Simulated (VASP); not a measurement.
**P4: single point with PBEsol**

Molecule: P4, in a box.

```
P
1.0
    12.00000    0.00000    0.00000
     0.00000   12.50000    0.00000
     0.00000    0.00000   13.00000
P
4
Direct
  0.56463 0.56204 0.55965
  0.56463 0.43796 0.44035
  0.43537 0.56204 0.44035
  0.43537 0.43796 0.55965
```

| Property | Result |
| --- | --- |
| Program | VASP 6.6.1 |
| Task | single point |
| Functional | PBEsol |
| Potentials or basis | VASP PAW PBE potentials, release 64 (P) |
| Cutoff | 520 eV |
| k mesh | 1 × 1 × 1 |
| Occupations | gaussian, width 0.5 eV |
| Spin | no spin polarisation |

The gap between the frontier levels is 4.99 eV.

Forces on the atoms (eV/Å):
```
P    0.000  0.001  0.002
P    0.000 -0.001 -0.002
P    0.000  0.001 -0.002
P    0.000 -0.001  0.002
```

Levels at points of the mesh, in eV from the valence-band top:
```csv
k point,band 6,band 7,band 8,band 9,band 10,band 11,band 12,band 13,band 14
"(0.00, 0.00, 0.00)",-0.80,-0.80,-0.80,0.00,0.00,4.99,5.12,5.12,5.12
```

Run time: 2.2 min on 1 thread of Intel(R) Xeon(R) Platinum 8559C (Emerald Rapids), with other jobs on the host, peak memory 1.3 GiB.

Caveat: the PAW data sets were made with another functional, which shifts forces and pressure a little.
